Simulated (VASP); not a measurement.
All values below come from r2SCAN meta-GGA, VASP's PBE PAW potentials (set 64) (plane waves; VASP).

Input for VASP

**KPOINTS**
```
kpoints
0
Gamma
 9 9 9
0 0 0
```

**INCAR**
```
PREC = Accurate
LEFG = .True.
EDIFF = 1E-7
LASPH = .True.   # aspherical one-centre terms
NELM = 100   # most electronic steps
LWAVE = .False.
LMIXTAU = .True.
NEDOS = 601   # DOS grid
SYSTEM = TiO2
LMAXMIX = 4   # l cut-off of mixed one-centre charges
ISMEAR = -5   # tetrahedra, Bloechl
ALGO = Normal
ISIF = 2
LREAL = .False.   # projection in real space or not
LCHARG = .False.
ENCUT = 520   # plane-wave cut-off (eV)
METAGGA = R2SCAN
LORBIT = 11
```

File KPOINTS_OPT:
```
k-points along high-symmetry lines
6
Line-mode
Reciprocal
  0.000000   0.000000   0.000000 ! GAMMA
  0.000000   0.000000   0.500000 ! X

  0.000000   0.000000   0.500000 ! X
  0.250000   0.250000   0.250000 ! P

  0.250000   0.250000   0.250000 ! P
  0.000000   0.500000   0.000000 ! N

  0.000000   0.500000   0.000000 ! N
  0.000000   0.000000   0.000000 ! GAMMA

  0.000000   0.000000   0.000000 ! GAMMA
  0.500000   0.500000  -0.500000 ! M

  0.500000   0.500000  -0.500000 ! M
  0.289601   0.710399  -0.289601 ! S

 -0.289601   0.289601   0.289601 ! S_0
  0.000000   0.000000   0.000000 ! GAMMA

  0.000000   0.000000   0.500000 ! X
 -0.079203   0.079203   0.500000 ! R

  0.500000   0.500000  -0.079203 ! G
  0.500000   0.500000  -0.500000 ! M
```

### POSCAR
```
TiO2
5.4811550
 -0.3457475607   0.3457475607   0.8723057775
  0.3457475607  -0.3457475607   0.8723057775
  0.3457475607   0.3457475607  -0.8723057775
Ti O
2 4
Cart
  0.0000000000   0.3457475607   0.4361528888
  0.0000000000   0.0000000000   1.7446115550
  0.0000000000   0.3457475607   0.0736600568
  0.0000000000  -0.0000000000   1.3821187230
  0.0000000000  -0.0000000000   0.3624928320
 -0.0000000000   0.3457475607   0.7986457208
```

POTCAR, in this order: Ti_sv O (PBE.64 set). Program: vasp_std.

What does the run give for the energy per atom (σ→0), band gap (over mesh and band path)?

* **energy per atom (σ→0)**: -11.643 eV/atom
* **band gap (over mesh and band path)**: 2.52 eV

OSZICAR:
```
...
DAV:  15    -0.698595346757E+02   -0.86882E-05   -0.23772E-04  4908   0.136E-01    0.333E-02
DAV:  16    -0.698597993958E+02   -0.26472E-03   -0.31502E-04  4724   0.192E-01    0.119E-02
DAV:  17    -0.698599032127E+02   -0.10382E-03   -0.50020E-05  4592   0.766E-02    0.532E-03
DAV:  18    -0.698599048270E+02   -0.16143E-05   -0.70821E-06  4936   0.215E-02    0.864E-03
DAV:  19    -0.698599140529E+02   -0.92259E-05   -0.88366E-06  5220   0.307E-02    0.444E-03
DAV:  20    -0.698599141320E+02   -0.79152E-07   -0.62269E-07  4192   0.703E-03
   1 F= -.69859914E+02 E0= -.69859914E+02  d E =0.000000E+00
       N       E                     dE             ncg
```

The compound is TiO2 in the anatase structure, one of several forms; rutile is the usual stable one. It was relaxed first.
